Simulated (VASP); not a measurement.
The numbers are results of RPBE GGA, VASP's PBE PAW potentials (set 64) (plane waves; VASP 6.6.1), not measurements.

A VASP calculation is set up with these files.

**POSCAR**
```
Gd
1.0
  1.8236827375  -3.1587109304   0.0000000000
  1.8236827375   3.1587109304   0.0000000000
  0.0000000000   0.0000000000   5.6452428215
Gd
2
Direct
  0.3333330000   0.6666670000   0.2500000000
  0.6666670000   0.3333330000   0.7500000000
```

INCAR:
```
ALGO = Normal
EDIFF = 1E-7
EDIFFG = -0.01
ENCUT = 520
GGA = RP
IBRION = 2
ISIF = 4
ISMEAR = 1
LASPH = .True.
LCHARG = .False.
LMAXMIX = 6
LREAL = .False.
LWAVE = .False.
NELM = 100
NSW = 30
PREC = Accurate
SIGMA = 0.1
SYSTEM = Gd
```

KPOINTS:
```
Automatic mesh
0
Gamma
11 11 7
0 0 0
```

POTCAR, in this order: Gd_3 (PBE.64 set). Program: vasp_std.

The 4f electrons are frozen in the core of the lanthanide potential, so 4f levels, which can set the real gap, and their magnetism are missing.

### Question
Predict the energy per atom (σ→0), band gap (on the k-mesh).

### Answer

| Item | Value |
|---|---|
| energy per atom (σ→0) | -4.224 eV/atom |
| band gap (on the k-mesh) | none (metal, semimetal or under 0.01 eV) |

OSZICAR:
```
...
DAV:   1    -0.845016368381E+01   -0.30728E-02   -0.13937E-01  1674   0.271E+00    0.238E-01
DAV:   2    -0.844840449288E+01    0.17592E-02   -0.21865E-03  1934   0.380E-01    0.141E-01
DAV:   3    -0.844761508356E+01    0.78941E-03   -0.10859E-03  2127   0.254E-01    0.605E-02
DAV:   4    -0.844762276165E+01   -0.76781E-05   -0.15372E-04  2173   0.874E-02    0.362E-02
DAV:   5    -0.844762356594E+01   -0.80429E-06   -0.39295E-06  2387   0.155E-02    0.292E-03
DAV:   6    -0.844762337807E+01    0.18787E-06   -0.44544E-07  2212   0.504E-03    0.169E-03
DAV:   7    -0.844762334157E+01    0.36500E-07   -0.48745E-08   902   0.190E-03
   3 F= -.84476233E+01 E0= -.84476328E+01  d E =-.374506E-02
```

The compound is Gd in the hcp structure. This cell is one point of a volume scan, at 0.94 of the reference volume. Symmetry was kept, so distortions that lower it aren't found.
